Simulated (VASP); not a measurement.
Crystal: SiB2.

```
Si B
1.0
    -1.73082    1.73082    2.62531
     1.73082   -1.73082    2.62531
     1.73082    1.73082   -2.62531
Si B
1 2
Direct
  0.65626 0.65626 0.00000
  0.57616 0.07616 0.50000
  0.07616 0.57616 0.50000
```

The cell was built by a generator and needn't be a form met in nature.

* Program: VASP 6.6.1
* Task: relaxation of cell and atoms
* Functional: PBE
* Potentials or basis: VASP PAW PBE potentials, release 64 (Si, B)
* Cutoff: 520 eV
* k mesh: 8 × 8 × 8
* Occupations: gaussian, width 0.15 eV
* Spin: no spin polarisation

At the start: pressure 39.6 GPa; volume 10.49 Å³/atom.

**Question.** Where does the relaxation end?

**Answer.** Over 22 steps the energy falls by 1404.5 meV/atom and the volume is 9.40 Å³/atom (-10.4 %); space group I4/mmm (No. 139, to 0.05 Å).

The path:
| step | energy change (eV) | largest force (eV/Å) | pressure (GPa) | volume (Å³) |
| --- | --- | --- | --- | --- |
| 1 | 0.0000 | 4.5667 | 39.60 | 31.46 |
| 2 | -1.2010 | 0.0912 | -22.08 | 44.22 |
| 3 | -1.6039 | 1.1487 | -10.36 | 38.80 |
| 4 | -2.1346 | 1.4055 | -11.27 | 35.69 |
| 5 | -3.7801 | 1.1025 | 11.94 | 26.54 |
| 6 | 157.6952 | 0.0030 | 3008.19 | 8.98 |
| 7 | -3.2184 | 2.2947 | 22.71 | 26.30 |
| 8 | -3.8106 | 1.4772 | 0.36 | 28.68 |
| 9 | -3.9348 | 1.0381 | -7.79 | 30.18 |
| 10 | -3.9472 | 0.8961 | -9.84 | 30.68 |
| 11 | -4.0782 | 0.7310 | -3.78 | 29.53 |
| 12 | -4.0926 | 0.6658 | -1.10 | 29.11 |
| 13 | -4.0931 | 0.6448 | -0.31 | 28.99 |
| 14 | -4.1250 | 0.5995 | 0.44 | 28.75 |
| 15 | -4.1887 | 0.3498 | 2.70 | 28.03 |
| 16 | -4.0887 | 0.8105 | 11.35 | 26.58 |
| 17 | -4.1999 | 0.1998 | 3.62 | 27.77 |
| 18 | -4.2020 | 0.0063 | 4.97 | 27.49 |
| 19 | -4.1928 | 0.2238 | -3.68 | 28.68 |
| 20 | -4.2117 | 0.1024 | 1.06 | 27.99 |
| 21 | -4.2117 | 0.1012 | 1.18 | 27.98 |
| 22 | -4.2136 | 0.0418 | 0.03 | 28.20 |

Final structure:
```
Si B
1.0
    -2.03484    2.03484    1.70261
     2.03484   -2.03484    1.70261
     2.03484    2.03484   -1.70261
Si B
1 2
Direct
  0.43439 0.43439 0.00000
  0.68709 0.18709 0.50000
  0.18709 0.68709 0.50000
```
